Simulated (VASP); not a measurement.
VASP runs on Y$_{3}$Al (space group Fm-3m) share one base input (PBE GGA, plane waves, VASP's PBE PAW potentials (set 64)) and change the settings named in each case.

**INCAR**
```
ALGO = Normal
EDIFF = 1E-6
ENCUT = 300
GGA = PE
ISIF = 2
ISMEAR = 0
LASPH = .TRUE.
LCHARG = .FALSE.
LMAXMIX = 4
LREAL = .FALSE.
LWAVE = .FALSE.
NELM = 100
PREC = Accurate
SIGMA = 0.272
SYSTEM = Y3Al
```

**POSCAR**
```
Y3Al
1.0
  0.0000000000   4.1506030000   4.1506030000
  4.1506030000   0.0000000000   4.1506030000
  4.1506030000   4.1506030000   0.0000000000
Al Y
1 3
Cartesian
  0.0000000000   0.0000000000   0.0000000000
  4.1506030000   4.1506030000   4.1506030000
  2.0753015000   2.0753015000   2.0753015000
  6.2259045000   6.2259045000   6.2259045000
```

File KPOINTS:
```
Automatic mesh
0
Gamma
7 7 7
```

POTCAR, in this order: Al Y_sv (PBE.64 set). Program: vasp_std.

```json
[
 {"change": "base run", "E(σ→0) (eV/atom)": "-5.5540", "pressure (GPa)": "-7.99", "−TS (eV)": "-0.2639"},
 {"change": "GGA removed, POTCAR Al Y_sv (LDA.64 set)", "E(σ→0) (eV/atom)": "-5.9019", "pressure (GPa)": "-10.25", "−TS (eV)": "-0.2704"},
 {"change": "GGA_COMPAT = .FALSE., LNONCOLLINEAR = .TRUE., LSORBIT = .TRUE., MAGMOM = 0.0 0.0 0.0 0.0 0.0 0.0 0.0 0.0 0.0 0.0 0.0 0.0, program vasp_ncl", "E(σ→0) (eV/atom)": "-5.5903", "pressure (GPa)": "-8.00", "−TS (eV)": "-0.2640"},
 {"change": "KPOINTS 1×1×1 Γ-centred mesh", "E(σ→0) (eV/atom)": "-5.1460", "pressure (GPa)": "-17.02", "−TS (eV)": "-0.1567"}
]
```
 Energies of different potentials or functionals have different zeros.  At 300 eV the pressure can carry a Pulay error.

Left out are runs that ran out of time, are held back, or changed the cell or the kind of run, fixed moments of cells without a moment, rows past the twelfth, gaps on odd meshes, pressures of charged cells and columns that move by less than the noise.

The structure was generated: Y3Al was put into an ordered model structure, which need not be its known phase. The cell was not relaxed at this level. VASP warned that the highest band is occupied, so more bands are needed.
